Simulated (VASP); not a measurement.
Input:

```
BN
1.0
    1.27756    -2.21280     0.00000
    1.27756     2.21280     0.00000
    0.00000     0.00000     4.22543
B N
2 2
Direct
  0.66667   0.33333   0.50024
  0.33333   0.66667   0.00024
  0.66667   0.33333   0.87476
  0.33333   0.66667   0.37476
```

These are HSE06 screened hybrid, VASP's PBE PAW potentials (set 64) (plane waves; VASP) values and carry that method's errors. Run with 520 eV cut-off, 8×8×4 Γ-centred mesh, Gaussian smearing of 0.050 eV, potentials B N.

Problem. Give the stress tensor in GPa (positive for a compressed cell).

Solution. 
```
-8.78   0.00   0.00
 0.00  -8.78   0.00
 0.00   0.00  -9.23
```
The pressure is its mean diagonal, -8.93 GPa.

The compound is BN in the wurtzite structure, a metastable high-pressure form. It was relaxed first. The cell's shape comes from a PBE relaxation.
